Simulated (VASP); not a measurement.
Pt (fcc) relaxed at rising pressure, in one space group throughout; other phases were not tried. The pressures are those reached. All values below come from LDA (Ceperley-Alder, Perdew-Zunger), VASP's LDA PAW potentials (set 64) (plane waves; VASP 6.6.1).

| P (GPa) | V (Å³/atom) | k-mesh |
|---|---|---|
| 0.02 | 14.787 | 16×16×16 |
| 4.89 | 14.564 | 16×16×16 |
| 9.88 | 14.356 | 16×16×16 |
| 19.92 | 13.986 | 16×16×16 |
| 29.92 | 13.668 | 16×16×16 |

A change of mesh leaves a small step in the series.

Problem. Fit an equation of state and predict the volume at 45.08 GPa.

Solution. Least squares on the third-order Birch-Murnaghan form, P = (3B0/2)(y⁷ − y⁵)[1 + (3/4)(B′ − 4)(y² − 1)] with y = (V0/V)^(1/3), gives V0 = 14.788 Å³/atom, B0 = 308 GPa and B′ = 5.3, and so 13.256 Å³/atom. The run gave 13.255 Å³/atom, -0.0 % from the fit.

Pressures at which the relaxation failed are left out.

The compound is Pt in the fcc structure.
